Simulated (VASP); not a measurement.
Method: RPBE GGA, VASP's PBE PAW potentials (set 64) (plane waves; VASP 6.6.1).

VASP ran on this input.

**KPOINTS**
```
Automatic mesh
0
Gamma
15 15 15
0 0 0
```

INCAR:
```
LREAL=.FALSE.
GGA=RP   # RPBE
LMAXMIX=4   # l cut-off of mixed one-centre charges
ISMEAR=1
ENCUT=520   # plane-wave cut-off (eV)
ISIF=2
ALGO=Normal   # blocked Davidson
LCHARG=.FALSE.
EDIFF=1E-7   # SCF stop (eV)
SIGMA=0.1
NELM=100
LWAVE=.FALSE.
SYSTEM=Ag
PREC=Accurate
LASPH=.TRUE.
```

POSCAR:
```
Ag
2.9483780
  0.0000000000   0.7071067827   0.7071067827
  0.7071067827   0.0000000000   0.7071067827
  0.7071067827   0.7071067827   0.0000000000
Ag
1
Cart
  0.0000000000   0.0000000000   0.0000000000
```

POTCAR, in this order: Ag (PBE.64 set). Program: vasp_std.

**Question.** What will the output report for the number of irreducible k-points (NKPTS), largest plane-wave count, number of space-group operations, FFT grid (NGX, NGY, NGZ)?

**Answer.** 
```json
{
  "number of irreducible k-points (NKPTS)": "120",
  "largest_plane_wave_count": "531",
  "number_of_space_group_operations": "48",
  "FFT grid (NGX, NGY, NGZ)": "24 × 24 × 24"
}
```

The compound is Ag in the fcc structure. This cell is one point of a volume scan, at 0.97 of the reference volume.
